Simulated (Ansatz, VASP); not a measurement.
Two plane-wave programs on B8Au

```
CELL_PARAMETERS angstrom
4.14628 0.00000 0.00000
0.00000 4.14628 0.00000
0.00000 0.00000 4.14628
ATOMIC_POSITIONS crystal
B 0.74199 0.74199 0.74199
B 0.25801 0.25801 0.74199
B 0.25801 0.74199 0.25801
B 0.74199 0.25801 0.25801
B 0.74199 0.74199 0.25801
B 0.25801 0.25801 0.25801
B 0.74199 0.25801 0.74199
B 0.25801 0.74199 0.74199
Au 0.50000 0.50000 0.50000
```

Alike in both runs: task single point; functional PBE; k mesh 4 × 4 × 4; occupations gaussian, width 0.1 eV; no spin polarisation.

|  | VASP | Ansatz |
| --- | --- | --- |
| version | VASP 6.6.1 | Ansatz 0.2.0 |
| potentials or method | VASP PAW PBE potentials, release 64 (B, Au) | scalar-relativistic, plane waves, PAW |
| plane-wave cutoff (eV) | 520 | 420 |
| valence electrons in the cell | 35 | 43 |

|  | VASP | Ansatz | Ansatz less VASP |
| --- | --- | --- | --- |
| gap on the k mesh at the Fermi level (eV) | none | none | - |
| rms of the force components (eV/Å) | 8.442 | 8.381 | -0.0616 |

Atom by atom the forces differ by 0.062 eV/Å (rms over components). A gap of «none» marks a metal or a gap that the smearing closes. The two sets of potentials don't hold the same shells in valence.

Caveats: the k mesh is coarse (spacing up to 0.38 Å⁻¹), so the values aren't converged; forces of over 1 eV/Å show positions far from the minimum, so gaps and moduli don't describe the material at rest. The runs have no spin-orbit coupling, so splittings on Au are missing.
